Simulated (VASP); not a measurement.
A VASP calculation is set up with these files.

File KPOINTS:
```
Automatic mesh
0
Gamma
8 8 8
0 0 0
```

**INCAR**
```
SYSTEM  =  Sb
PREC  =  Accurate; ENCUT  =  480; LREAL  =  .FALSE.
LASPH  =  .TRUE.
EDIFF  =  1E-7; NELM  =  100; ALGO  =  Normal
LMAXMIX  =  4
ISMEAR  =  0; SIGMA  =  0.05
GGA  =  PS
IBRION  =  2; NSW  =  40; ISIF  =  3
EDIFFG  =  -0.01; PSTRESS  =  100
LWAVE  =  .FALSE.; LCHARG  =  .FALSE.
```

### POSCAR
```
Sb
1
    3.8948953511    -2.1661333619    -0.0274532492
    3.8948953511     2.1661333619    -0.0274532492
    2.7153105975     0.0000000000     3.5341454492
Sb
2
Direct
  0.2355449377   0.2355449377   0.2355449377
  0.7644550623   0.7644550623   0.7644550623
```

POTCAR, in this order: Sb (PBE.64 set). Program: vasp_std.

**Question.** Write an equivalent input for Ansatz.

**Answer.** One equivalent input (not run):
Ansatz 0.2 input:
```yaml
crystal:
  lattice:
    - [3.8948954, -2.1661334, -0.0274532]
    - [3.8948954, 2.1661334, -0.0274532]
    - [2.7153106, 0.0000000, 3.5341454]
  atoms:
    - { symbol: Sb, position: [0.2355449, 0.2355449, 0.2355449] }
    - { symbol: Sb, position: [0.7644551, 0.7644551, 0.7644551] }
kpoints:
  mp_grid: { grid: [8, 8, 8] }
hamiltonian:
  xc: pbesol
  pseudopotentials: { kind: paw }
scf:
  occupations: { method: gaussian, width: 0.05 }
  max_iter: 100
relax:
  max_steps: 40
  f_tol: 0.01
  cell: { p_target: 10 }
output: { forces: true, stress: true, eigenvalues: true }
```
The two are equivalent in intent, not identical: each code has its own PAW files, so the cut-off isn't converted (ENCUT is set for VASP's; basis.ecutwfc is left out, and Ansatz then takes the one that its files recommend); Ansatz stops its SCF on the density residual and VASP on the energy change (EDIFF).

The compound is Sb in the a7 structure. This run relaxes it under an external pressure of 10 GPa. Symmetry was kept, so distortions that lower it aren't found.
